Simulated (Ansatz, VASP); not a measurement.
# Ni3Ge (Ni3Ge (Pm-3m)): VASP beside Ansatz, part 2 of 2

Aim: how closely do two programs agree when they are given the same cell, functional and k mesh? The cell is taken from a series of runs on this material, whose earlier steps may have relaxed, scaled, displaced or heated it; both programs get it as it stands.

VASP 6.6.1 and Ansatz 0.2.0.

So far: The structure; VASP: relaxation of cell and atoms, PBEsol.

### 3. Ansatz: relaxation of cell and atoms, PBEsol

Level of this step: Ansatz beside VASP: Kohn-Sham DFT, plane waves, PBEsol (Ansatz).

Ansatz runs on its PAW soft_1 files.

The same cell, functional, mesh and smearing now go to Ansatz.

input.yaml reads:

```yaml
crystal:
  lattice:
    - [3.5303341, 0.0, 0.0]
    - [0.0, 3.5303341, 0.0]
    - [0.0, 0.0, 3.5303341]
  atoms:
    - { symbol: Ni, position: [0.5, 0.0, 0.5] }
    - { symbol: Ni, position: [0.0, 0.5, 0.5] }
    - { symbol: Ni, position: [0.5, 0.5, 0.0] }
    - { symbol: Ge, position: [0.0, 0.0, 0.0] }
basis:
  ecutwfc: 420
  xc_grid: 2
hamiltonian:
  xc: pbesol
  pseudopotentials: { kind: paw, azcp: { folder: soft_1 }, xc_functional: pbe }
kpoints:
  mp_grid: { grid: [11, 11, 11] }
scf:
  occupations: { method: fermi_dirac, width: 0.05 }
  max_iter: 150
output:
  forces: true
  stress: true
relax:
  f_tol: 0.01
  max_steps: 60
  cell: {}
checkpoint:
  write: "../pbesol.run"
  compress: false
  write_wavefunctions: false
  write_every: 100000
```

On the command line:

```bash
$ ansatz run input.yaml --threads 4 --pin off --max-ram 6594MiB --backend cpu --events-out ev --progress --plain --runs-dir out
```

Numbers of over 12 decimals in the logs are rounded to 6 here.

Log:

```text
Engine: ansatz 0.2.0, aarch64-unknown-linux-gnu
Pseudopotentials: kind: paw
Pseudopotential: Ni, paw, valence charge 18, recommended cutoff 420 eV (normal), soft_1/Ni.paw.azcp
Pseudopotential: Ge, paw, valence charge 14, recommended cutoff 420 eV (normal), soft_1/Ge.paw.azcp
Functional definition: PBEsol
  exchange = pbesol_x
  correlation = pbesol_c
Crystal: 4 atoms, lattice volume = 43.999 Å³
Basis set: ecut = 420 eV, 847 PW (Γ), exchange–correlation on 48×48×48 points (8 copies of the dense FFT grid, shifted against one another)
Bands: 41, of which v1, the nominal top of the filled ones, is band 34 counted from 1 (33 counted from 0)
Symmetry: 48 space group operations
Space group: Pm-3m (ITA 221), of the structure as read, at distance tolerance 3.5e-5 Å
k-points: 56 of 1331
Non-local potential: Ni, projectors of the file, l = 0: 3, l = 1: 2, l = 2: 3, l = 3: 1
Non-local potential: Ge, projectors of the file, l = 0: 2, l = 1: 2, l = 2: 3, l = 3: 1
PAW form: soft (Blöchl's): semilocal exchange-correlation on the pseudo side does not see the compensation charge
PAW frozen core: Ni, regenerated for the run's functional, and the local potential with it (the file was generated under x = pbe(κ = 0.804, μ = 0.219515), c = pbe(β = 0.066725))
PAW frozen core: Ge, regenerated for the run's functional, and the local potential with it (the file was generated under x = pbe(κ = 0.804, μ = 0.219515), c = pbe(β = 0.066725))
PAW one-centre angular grid: Ni, 590 points (default); XC on 64 Gauss nodes
PAW one-centre angular grid: Ge, 590 points (default); XC on 64 Gauss nodes
Initial density: superposition of atomic densities (chi_scale 0.1, normalization cell, long waves kept (reshape's long-wave potential 0.00 eV rms))
Initial wavefunctions: pseudopotential atomic-orbital guess
Functional: x = pbesol(κ = 0.804, μ = 0.123457), c = pbesol(β = 0.046)
SCF iter   1: F=—  HF=-21670.939645 eV  |F-HF|=—  |Δ(HF+E_count)|=         —  Δρ=1.01e-1  dr2=5.01e0  ethr=3.10e-3  ⟨swp⟩=5.3  Hψ=7477  notcnv=0  defer=6
preconditioner: auto → Kerker (q_TF=auto, 2.934 Å⁻¹)  [metal: Δε(μ)=0.054 eV  Ē_g=12.880 eV  σ=0.050 eV  W_gap=0.26  n_scr=18 (ndim 8)  ℏωp=37.1 eV  f_vac=0.000  D(μ)=1.08/eV (n_scr^D=6)]
SCF iter   2: F=—  HF=-21670.265891 eV  |F-HF|=—  |Δ(HF+E_count)|=   6.74e-1  Δρ=4.57e-2  dr2=1.53e0  ethr=3.10e-3  ⟨swp⟩=2.2  Hψ=3127  notcnv=0  defer=84
SCF iter   3: F=—  HF=-21669.916640 eV  |F-HF|=—  |Δ(HF+E_count)|=   3.49e-1  Δρ=2.35e-2  dr2=3.95e-1  ethr=2.25e-3  ⟨swp⟩=2.1  Hψ=2872  notcnv=0  defer=84
SCF iter   4: F=—  HF=-21669.825382 eV  |F-HF|=—  |Δ(HF+E_count)|=   9.13e-2  Δρ=3.65e-3  dr2=7.87e-3  ethr=5.81e-4  ⟨swp⟩=2.9  Hψ=3889  notcnv=0  defer=79
SCF iter   5: F=—  HF=-21669.824406 eV  |F-HF|=—  |Δ(HF+E_count)|=   9.76e-4  Δρ=3.80e-3  dr2=4.36e-3  ethr=1.16e-5  ⟨swp⟩=2.1  Hψ=4075  notcnv=0  defer=77
SCF iter   6: F=—  HF=-21669.821326 eV  |F-HF|=—  |Δ(HF+E_count)|=   3.08e-3  Δρ=6.89e-4  dr2=2.03e-4  ethr=6.42e-6  ⟨swp⟩=2.0  Hψ=3764  notcnv=0  defer=77
SCF iter   7: F=—  HF=-21669.821442 eV  |F-HF|=—  |Δ(HF+E_count)|=   1.16e-4  Δρ=2.46e-4  dr2=2.42e-5  ethr=2.99e-7  ⟨swp⟩=2.0  Hψ=4130  notcnv=0  defer=77
SCF iter   8: F=—  HF=-21669.821282 eV  |F-HF|=—  |Δ(HF+E_count)|=   1.60e-4  Δρ=6.82e-5  dr2=2.51e-6  ethr=3.56e-8  ⟨swp⟩=2.1  Hψ=3084  notcnv=0  defer=77
SCF iter   9: F=—  HF=-21669.821281 eV  |F-HF|=—  |Δ(HF+E_count)|=   8.75e-7  Δρ=2.14e-5  dr2=2.37e-7  ethr=3.69e-9  ⟨swp⟩=2.0  Hψ=3357  notcnv=0  defer=77
SCF iter  10: F=-21669.821281 eV  HF=-21669.821281 eV  |F-HF|=9.17e-9  |Δ(HF+E_count)|=   1.40e-7  Δρ=4.22e-6  dr2=5.45e-9  ethr=1.47e-10  ⟨swp⟩=4.2  Hψ=8254  notcnv=0
SCF 1 converged in 10 iterations: F = -21669.821281 eV  dr2 = 5.45e-9
  greatest PAW one-centre occupation: 1.001 electrons in one spin orbital (limit 2), on the Ni atom at site 1 (counted from 0), in its partial waves of l = 1
relax step   1: F+E_penalty+E_count = -21669.82128088 eV  Δ(F+E_penalty+E_count) = +0.000e0 eV  max|allowed force component| = 3.923e-28 eV/Å  Δτ_max = 0.0000 Å  P = -0.900 GPa  Ω = 43.999 Å³  (10 SCF iters, dr2 threshold 1.00e-7 eV, accepted)
[...]
relax step   2: F+E_penalty+E_count = -21669.82176871 eV  Δ(F+E_penalty+E_count) = -4.878e-4 eV  max|allowed force component| = 1.605e-28 eV/Å  Δτ_max = 0.0000 Å  P = -0.389 GPa  Ω = 43.895 Å³  energy of the carried Pulay correction = +6.703e-5 eV  (6 SCF iters, dr2 threshold 4.00e-7 eV, accepted)
[...]
relax step   3: F+E_penalty+E_count = -21669.82191499 eV  Δ(F+E_penalty+E_count) = -1.463e-4 eV  max|allowed force component| = 2.459e-29 eV/Å  Δτ_max = 0.0000 Å  P = +0.003 GPa  Ω = 43.816 Å³  energy of the carried Pulay correction = +1.179e-4 eV  (6 SCF iters, dr2 threshold 3.78e-7 eV, accepted)
[...]
relax step   4: F+E_penalty+E_count = -21669.82181866 eV  Δ(F+E_penalty+E_count) = +9.633e-5 eV  max|allowed force component| = 3.694e-29 eV/Å  Δτ_max = 0.0000 Å  P = +0.004 GPa  Ω = 43.816 Å³  stress off target by 4.34e-3 GPa  SCF on the basis re-selected at this cell (its energy is not comparable with the rows above)  (6 SCF iters)
basis re-selected at this cell: Δ(F+E_penalty+E_count) = +9.633e-5 eV, ΔP = +0.001 GPa vs the last step (what re-selecting the basis moved, of the pressure what is left beyond the Pulay correction that the steps carried, after the strain that the cell walked since its last selection, with what the two solves' SCF thresholds leave and, on support functions, any second-order correction that the steps lacked; it is no m [...]
SCF converged after 6 iterations
Free energy (F): -21669.821819 eV
Harris-Foulkes:  -21669.821819 eV  (|F-HF|=7.28e-12)
Internal energy: -21669.805022 eV  (E = F + TS)
E sigma→0 (E₀):  -21669.813420 eV
Entropy (-TS):   -0.016797 eV (-4.199 meV/atom)
Fermi energy:    18.476518 eV
--- Per-component energies (eV) ---
  E_band       = -845.911343
  E_kinetic    = 1122.306920
  E_local      = -9824.447066  (includes V_loc(G=0)·N_el)
  E_nonlocal   = -123.749464
  E_hartree    = 5288.559772
  E_xc         = -410.896616
  E_vxc        = -505.786622  (∫ρ·V_xc dr)
  E_paw        = -6843.624431  (= ΣΔE_a)
  E_vpaw       = -2091.357732  (= ΣTr[D̂ρ^β])
  E_aug_tail   = 0.003186  (compensation charges beyond the density's cutoff)
  E_ewald      = -10879.467127
  E_core_change = 1.509806  (= ΣΔE_core)
  E_smearing   = -0.016797  (= −TS)
  E_closure    = -0.000000  (closes the sum)
  Σ components = -21669.821819   (vs F -21669.821819, Δ=0.00e0)
--- Forces (eV/Å), atoms counted from 1 ---
  atom   1  Ni    -0.00000000     0.00000000    -0.00000000
  atom   2  Ni     0.00000000    -0.00000000    -0.00000000
  atom   3  Ni    -0.00000000    -0.00000000    -0.00000000
  atom   4  Ge    -0.00000000    -0.00000000    -0.00000000
  max |Σ_I F_I| component: 5.42e-29 eV/Å
--- Stress (GPa, compression-positive) ---
        0.004344      -0.000000       0.000000
       -0.000000       0.004344       0.000000
        0.000000       0.000000       0.004344
  P = ⅓ Tr σ = 0.0043 GPa (0.043 kbar)
--- Relaxed structure (3 steps of the walk, 3 accepted, 1 SCFs on fresh bases) ---
  F+E_penalty+E_count = -21669.82181866 eV   max|allowed force component| = 3.694e-29 eV/Å   (the final SCF, on the basis selected at the relaxed cell)
  cell:  # Å, volume = 43.8156 Å³
    - [3.525411, 0, 0.0]
    - [0, 3.525411, 0.0]
    - [0, 0.0, 3.525411]
  atoms:
    - { symbol: Ni, position: [0.5, 0, 0.5] }
    - { symbol: Ni, position: [0, 0.5, 0.5] }
    - { symbol: Ni, position: [0.5, 0.5, 0] }
    - { symbol: Ge, position: [0, 0, 0] }
```

Reading the cycles: dr2 is the Hartree energy of the density residual (eV), the measure of convergence; HF is the Harris–Foulkes estimate of the energy, which meets the free energy F at convergence.

### 4. Differences

Known differences besides the potentials themselves: the data sets hold 68 valence electrons in Ansatz (on its PAW soft_1 files) and 44 in VASP; the cutoff is 420 eV in Ansatz and 600 eV in VASP; Ansatz makes its cores anew for this functional, VASP keeps those of its PBE data sets; Ansatz adds a Pulay correction to the stress that steers its cell, VASP none. Total energies have different zeros and are not compared.

The two programs side by side:

```csv
quantity,Ansatz,VASP,difference
volume (Å³),43.82,43.83,-0.03 %
"edge a after relaxation, in the typed setting (Å)",3.525,3.526,-0.01 %
```

### 5. Outcome

| Item | Value |
| --- | --- |
| difference in volume (relaxation of cell and atoms, PBEsol) | -0.031 % |

What this shows: The difference in volume is -0.031 % (relaxation of cell and atoms, PBEsol), within the 1.2 % picked in this series as the mark of a large difference, as far as the stopping tolerances let one tell. The data sets hold unlike numbers of valence electrons (68 in Ansatz and 44 in VASP), so part of the differences comes from the potentials. How closely two codes agree says nothing of how well the functional describes the real material.

[Lines on the potential files, build, host, timing and source positions are cut from VASP's logs without a mark.]

[Logs are printed without paths, hosts, clocks, repeated set-up lines and the standing remarks that a program may print on its own settings, such as how far it seeks lower states.]

[Hosts, paths, dates, database ids (printed as entryN), source tags and the programs' standing remarks are cut or masked in the printed files.]
